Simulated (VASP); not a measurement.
# How a change of volume changes Rh

How do stress and energy of Rh follow a change of volume?

Main program and level: VASP 6.6.1; r2SCAN; plane waves and PAW (Rh_pv), in the first sound run; inputs show where later runs differ.

**1. The starting structure**

Symmetry: Fm-3m, No. 225, cubic system. Conventional cell: a = 3.800 Å, b = 3.800 Å, c = 3.800 Å, α = 90.00°, β = 90.00°, γ = 90.00°. Nearest to Rh lie 12 Rh at 2.69 Å.

**2. Relax the crystal, r2SCAN**

The series starts from the cell that this level prefers, so that zero strain is near zero stress.

Level: r2SCAN; plane waves and PAW (Rh_pv).

INCAR reads:

```
SYSTEM = Rh
PREC = Accurate
ENCUT = 450
EDIFF = 1E-07
NELM = 120
ISMEAR = 1
SIGMA = 0.15
LREAL = .FALSE.
ALGO = Normal
METAGGA = R2SCAN
LASPH = .TRUE.
NBANDS = 13
LORBIT = 11
LWAVE = .FALSE.
LCHARG = .FALSE.
KPAR = 8
IBRION = 2
NSW = 40
ISIF = 3
EDIFFG = -0.005
POTIM = 0.4
```

POSCAR reads:

```
Rh
1.0
    0.0000000000      1.9000000000      1.9000000000
    1.9000000000      0.0000000000      1.9000000000
    1.9000000000      1.9000000000      0.0000000000
Rh
1
Direct
    0.0000000000      0.0000000000      0.0000000000
```

KPOINTS reads:

```
Automatic mesh
0
Gamma
27 27 27
0 0 0
```

PAW data sets: Rh_pv (PBE family, release 64).

Started as:

```
$ mpirun -np 8 vasp_std
```

What it wrote:

```text
[banner, memory and clock lines left out]
running    8 mpi-ranks, on    1 nodes
[...]
|                                                                             |
|           W    W    AA    RRRRR   N    N  II  N    N   GGGG   !!!           |
|           W    W   A  A   R    R  NN   N  II  NN   N  G    G  !!!           |
|           W    W  A    A  R    R  N N  N  II  N N  N  G       !!!           |
|           W WW W  AAAAAA  RRRRR   N  N N  II  N  N N  G  GGG   !            |
|           WW  WW  A    A  R   R   N   NN  II  N   NN  G    G                |
|           W    W  A    A  R    R  N    N  II  N    N   GGGG   !!!           |
|                                                                             |
|     For optimal performance we recommend to set                             |
|       NCORE = 2 up to number-of-cores-per-socket                            |
|     NCORE specifies how many cores store one orbital (NPAR=cpu/NCORE).      |
|     This setting can greatly improve the performance of VASP for DFT.       |
[...]
DAV:   9    -0.241366481610E+02    0.17512E-07   -0.74184E-10  7380   0.395E-04
   2 F= -.24136648E+02 E0= -.24136960E+02  d E =0.326720E-03
 trial-energy change:    0.000327  1 .order    0.000311   -0.000753    0.001376
 step:   0.3439(harm=  0.3538)  dis= 0.00000  next Energy=   -24.137104 (dE=-0.129E-03)
[...]
N       E                     dE             d eps       ncg     rms          rms(c)
DAV:   1    -0.241487516762E+02   -0.12103E-01   -0.14976E-01 14560   0.589E+00    0.760E-01
DAV:   2    -0.241370406146E+02    0.11711E-01   -0.21894E-02 14590   0.214E+00    0.126E-01
DAV:   3    -0.241370585030E+02   -0.17888E-04   -0.35898E-04 15000   0.219E-01    0.757E-02
DAV:   4    -0.241371068152E+02   -0.48312E-04   -0.35970E-05 15025   0.726E-02    0.169E-02
DAV:   5    -0.241371058987E+02    0.91646E-06   -0.10034E-05 16280   0.423E-02    0.565E-03
DAV:   6    -0.241371030862E+02    0.28126E-05   -0.58641E-07 15125   0.896E-03    0.821E-04
DAV:   7    -0.241371032986E+02   -0.21239E-06   -0.26421E-08  7455   0.232E-03    0.384E-04
DAV:   8    -0.241371033180E+02   -0.19464E-07   -0.54344E-09  7310   0.101E-03
   3 F= -.24137103E+02 E0= -.24137417E+02  d E =-.128437E-03
[...]
reached required accuracy - stopping structural energy minimisation
```

Run time: 82 s. Hardware: 8 MPI ranks of AMD EPYC 9R45, shared host; peak memory 1.4 GiB.

The logs omit lines about the potential files and the build; timing stands in the text.

OUTCAR, selected parts (step 2):

```text
  Total        0.0016396      0.0016396      0.0016396      0.0000000     -0.0000000      0.0000000
  in kB        0.1908872      0.1908872      0.1908872      0.0000000     -0.0000000      0.0000000
  external PRESSURE =       0.1908872 kB  Pullay stress =       0.0000000 kB

 POSITION                                       TOTAL-FORCE (eV/Angst)
 -----------------------------------------------------------------------------------
      0.00000      0.00000      0.00000         0.000000      0.000000      0.000000
 -----------------------------------------------------------------------------------
    total drift:                               -0.000000     -0.000000     -0.000000

  FREE ENERGIE OF THE ION-ELECTRON SYSTEM (eV)
  ---------------------------------------------------
  free  energy   TOTEN  =       -24.1371033180 eV

  energy  without entropy=      -24.1380453518  energy(sigma->0) =      -24.13741733

 reached required accuracy - stopping structural energy minimisation

[... 3 further parts left out ...]
[key lines of the parts left out:]
E-fermi :  11.7151
```

Read from the output:

```
energy(sigma→0) of the program : -24.1374 eV
stress, compression positive   : xx, yy, zz 0.02, 0.02, 0.02 GPa
volume                         : 13.762 Å³
ionic steps                    : 3
```

**3. Relax at fixed volume, r2SCAN**

One member in full: the volume is scaled by 0.99, and the cell is held.

Level: r2SCAN; plane waves and PAW (Rh_pv).

Changes to INCAR since step 2:

```diff
@@ -15,7 +15,8 @@
 LCHARG = .FALSE.
-KPAR = 8
+KPAR = 2
 IBRION = 2
 NSW = 40
-ISIF = 3
-EDIFFG = -0.005
+ISIF = 2
+EDIFFG = -0.004
 POTIM = 0.4
+MAXMIX = 40
```

POSCAR reads:

```
Rh
1.0
    0.0000000000      1.8956726418      1.8956726418
    1.8956726418      0.0000000000      1.8956726418
    1.8956726418      1.8956726418      0.0000000000
Rh
1
Direct
    0.0000000000      0.0000000000      0.0000000000
```

KPOINTS is that of step 2.

Started as:

```
$ mpirun -np 2 vasp_std
```

What it wrote:

```text
[banner, memory and clock lines left out]
running    2 mpi-ranks, on    1 nodes
[...]
[... a notice as in an earlier step ...]

 LDA part: xc-table for (None), standard interpolation
 POSCAR, INCAR and KPOINTS ok, starting setup
[...]
entering main loop
       N       E                     dE             d eps       ncg     rms          rms(c)
DAV:   1     0.924827550300E+02    0.92483E+02   -0.84031E+03 14653   0.114E+03
DAV:   2    -0.276697582830E+02   -0.12015E+03   -0.11485E+03 15560   0.344E+02
DAV:   3    -0.291008148796E+02   -0.14311E+01   -0.14283E+01 17520   0.428E+01
DAV:   4    -0.291065156762E+02   -0.57008E-02   -0.56997E-02 16453   0.279E+00
[...]
DAV:  10    -0.241357082408E+02   -0.48164E-04   -0.14137E-04 15375   0.149E-01    0.394E-02
DAV:  11    -0.241356954565E+02    0.12784E-04   -0.15228E-05 15065   0.546E-02    0.748E-04
DAV:  12    -0.241356954258E+02    0.30669E-07   -0.18281E-07 15090   0.519E-03
   1 F= -.24135695E+02 E0= -.24136013E+02  d E =-.241357E+02
[...]
reached required accuracy - stopping structural energy minimisation
```

Elapsed: 2 min, on 2 MPI ranks; peak memory 0.33 GiB.

From OUTCAR (step 3):

```text
  Total        0.2505939      0.2505939      0.2505939      0.0000000      0.0000000      0.0000000
  in kB       29.4687011     29.4687011     29.4687011      0.0000000      0.0000000      0.0000000
  external PRESSURE =      29.4687011 kB  Pullay stress =       0.0000000 kB

  FREE ENERGIE OF THE ION-ELECTRON SYSTEM (eV)
  ---------------------------------------------------
  free  energy   TOTEN  =       -24.1356954258 eV

  energy  without entropy=      -24.1366489993  energy(sigma->0) =      -24.13601328

[... 3 parts as in an earlier step ...]

[... 2 further parts left out ...]
[key lines of the parts left out:]
E-fermi :  11.9009
```

This run gave:

- energy(sigma→0) of the program: -24.1360 eV
- stress, compression positive: xx, yy, zz 2.95, 2.95, 2.95 GPa
- ionic steps: 1

**4. The whole series**

The other members went through these steps as far as the tables show, with the same cutoff and, step by step, the same mesh; 8 runs are not shown. The session took 0.73 core hours (wall time by ranks) on a shared machine.

```tsv
volume over the relaxed volume	volume (Å³/atom)	pressure (GPa)	energy above the unstrained row, extrapolated to no smearing (meV/atom)
0.940	12.936	20.567	51.140
0.960	13.212	12.867	22.106
0.980	13.487	6.051	5.539
0.990	13.624	2.947	1.483
1	13.762	0.025	0.000
1.010	13.900	-2.722	0.964
1.020	14.037	?	?
1.040	14.313	-10.004	17.024
1.060	14.588	-14.149	37.440
```

**5. Stress from the known rows**

Fitting a cubic to the 8 known rows (u: logarithm of the volume ratio) gives pressure = − 865.0 u³ + 735.6 u² − 283.2 u + 0.02395 in GPa; the residuals are 0.0011 GPa r.m.s.

At u = 0.01980 this predicts -5.302 GPa.

**6. The withheld row**

The calculation gives -5.302 GPa, so the prediction is right to the last digit shown.

A cubic of the pressure in ln(V/V₀) through all rows has the slope −B at V₀: B = 283 GPa, and its curvature gives B′ = 5.2.

**7. Results**

```json
{
 "error of the predicted pressure": "0.000 GPa",
 "bulk modulus": "283 GPa"
}
```

The slope of the energy gives 0.27 GPa at the relaxed volume where the pressure column has 0.02 GPa, a mark of the finite basis or of the smearing. These are static values: temperature and zero-point motion are left out. In a metal the slopes also depend on mesh and smearing, which were held through the series.

[Lines on the potential files, build, host, timing and source positions are cut from VASP's logs without a mark.]

[Logs are printed without paths, hosts, clocks, repeated set-up lines and the standing remarks that a program may print on its own settings, such as how far it seeks lower states.]

[Hosts, paths, dates, database ids (printed as entryN), source tags and the programs' standing remarks are cut or masked in the printed files.]

[In band tables of VASP the shares of atoms and orbitals are scaled to a sum of 1 inside the atoms' spheres.]
